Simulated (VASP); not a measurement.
Computed with PBE GGA, VASP's PBE PAW potentials (set 64) (plane waves; VASP 6.6.1).

VASP input:

**INCAR**
```
# general
SYSTEM =Ta
PREC   =Accurate
ENCUT  =520
LREAL  =.FALSE.
LASPH  =.TRUE.

# electronic loop
EDIFF  =1E-7
NELM   =100
ALGO   =Normal
LMAXMIX=6

# smearing
ISMEAR =-5

# functional
GGA    =PE

# ions
ISIF   =2

# output
LWAVE  =.FALSE.
LCHARG =.TRUE.
LORBIT =11
NEDOS  =601
```

File KPOINTS:
```
Regular mesh
0
Gamma
 17 17 17
0 0 0
```

**POSCAR**
```
Ta
1
   -1.6598380484     1.6598380484     1.6598380484
    1.6598380484    -1.6598380484     1.6598380484
    1.6598380484     1.6598380484    -1.6598380484
Ta
1
Direct
  0.0000000000   0.0000000000   0.0000000000
```

POTCAR, in this order: Ta_pv (PBE.64 set). Program: vasp_std.

The run wrote:

### OUTCAR
```
 ion  position               nearest neighbor table
   1  0.000  0.000  0.000-
  LATTYP: Found a body centered cubic cell.
 ALAT       =     3.3196760968
 Subroutine PRICEL returns:
 Original cell was already a primitive cell.
 Subroutine GETGRP returns: Found 48 space group operations
The static configuration has the point symmetry O_h .
The dynamic configuration has the point symmetry O_h .
 Subroutine INISYM returns: Found 48 space group operations
 Subroutine IBZKPT returns following result:
 Found    165 irreducible k-points:

 Following reciprocal coordinates:
            Coordinates               Weight
  0.000000  0.000000  0.000000      1.000000
  0.058824  0.000000  0.000000     12.000000
  0.117647  0.000000  0.000000     12.000000
  0.176471  0.000000  0.000000     12.000000
  0.235294  0.000000  0.000000     12.000000
  0.294118  0.000000  0.000000     12.000000
  0.352941  0.000000  0.000000     12.000000
  0.411765  0.000000  0.000000     12.000000
  0.470588  0.000000  0.000000     12.000000
  0.058824  0.058824  0.000000     24.000000
...
```

**OSZICAR**
```
       N       E                     dE             d eps       ncg     rms          rms(c)
DAV:   1     0.472843211924E+02    0.47284E+02   -0.66439E+03  2978   0.117E+03
DAV:   2    -0.115712550476E+02   -0.58856E+02   -0.58013E+02  3705   0.247E+02
DAV:   3    -0.122811634983E+02   -0.70991E+00   -0.69363E+00  3572   0.273E+01
DAV:   4    -0.122864125732E+02   -0.52491E-02   -0.52401E-02  3322   0.179E+00
DAV:   5    -0.122864435219E+02   -0.30949E-04   -0.30891E-04  3295   0.131E-01    0.131E+01
DAV:   6    -0.119221356249E+02    0.36431E+00   -0.41500E-01  3071   0.784E+00    0.635E+00
DAV:   7    -0.118140402044E+02    0.10810E+00   -0.33702E-01  3110   0.670E+00    0.385E-01
DAV:   8    -0.118127928180E+02    0.12474E-02   -0.39587E-03  3195   0.825E-01    0.114E-01
DAV:   9    -0.118127861279E+02    0.66900E-05   -0.15041E-04  3150   0.156E-01    0.324E-02
DAV:  10    -0.118127802083E+02    0.59196E-05   -0.46420E-06  3353   0.312E-02    0.541E-03
DAV:  11    -0.118127797990E+02    0.40935E-06   -0.24223E-07  3265   0.694E-03    0.546E-04
DAV:  12    -0.118127797213E+02    0.77688E-07   -0.24150E-09  1559   0.623E-04
   1 F= -.11812780E+02 E0= -.11812780E+02  d E =0.000000E+00
```

### OUTCAR
```
------------------------ aborting loop because EDIFF is reached ----------------------------------------
  FORCE on cell =-STRESS in cart. coord.  units (eV):
  Direction    XX          YY          ZZ          XY          YZ          ZX
  --------------------------------------------------------------------------------------
  Total        0.0130243      0.0130243      0.0130243     -0.0000000      0.0000000      0.0000000
  in kB        1.1407952      1.1407952      1.1407952     -0.0000000      0.0000000      0.0000000
  external PRESSURE =       1.1407952 kB  Pullay stress =       0.0000000 kB
  volume of cell :       18.29
      direct lattice vectors                 reciprocal lattice vectors
    -1.659838048  1.659838048  1.659838048     0.000000000  0.301234208  0.301234208
     1.659838048 -1.659838048  1.659838048     0.301234208  0.000000000  0.301234208
     1.659838048  1.659838048 -1.659838048     0.301234208  0.301234208  0.000000000
 POSITION                                       TOTAL-FORCE (eV/Angst)
 -----------------------------------------------------------------------------------
      0.00000      0.00000      0.00000         0.000000      0.000000     -0.000000
 -----------------------------------------------------------------------------------
    total drift:                               -0.000000      0.000000      0.000000
  FREE ENERGIE OF THE ION-ELECTRON SYSTEM (eV)
  ---------------------------------------------------
  free  energy   TOTEN  =       -11.8127797213 eV

  energy  without entropy=      -11.8127797213  energy(sigma->0) =      -11.81277972

 total charge

# of ion       s       p       d       tot
------------------------------------------
    1        0.368   6.167   2.368   8.903
```
(Selected blocks of OUTCAR.)

For a metal the tetrahedron method with Blöchl corrections gives inexact stress and forces.

The compound is Ta in the bcc structure. It was relaxed first.
